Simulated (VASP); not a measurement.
Given:

```
CELL_PARAMETERS angstrom
      0.00000     2.88707     2.88707
      2.88707     0.00000     2.88707
      2.88707     2.88707     0.00000
ATOMIC_POSITIONS crystal
  Cd 0.00000 0.00000 0.00000
  Se 0.25000 0.25000 0.25000
```

Computed with LDA (Ceperley-Alder, Perdew-Zunger), VASP's LDA PAW potentials (set 64) (plane waves; VASP). Settings: 500 eV cut-off, 8×8×8 Γ-centred mesh, Gaussian smearing of 0.050 eV, potentials Cd Se.

### Question
What does the run give for the energy per atom (σ→0), pressure, band gap (on the k-mesh) with the smallest direct gap where there is one?

### Answer

```
Property                                      Value
-----------------------------------  --------------
band gap (on the k-mesh)                    0.68 eV
smallest direct gap (on the k-mesh)         0.68 eV
energy per atom (σ→0)                -3.291 eV/atom
pressure                                   9.95 GPa
```

Only differences to runs with the same potentials and settings are physical.

The compound is CdSe in the zinc blende structure, whereas wurtzite is the usual form. It was relaxed first under an external pressure of 10 GPa.
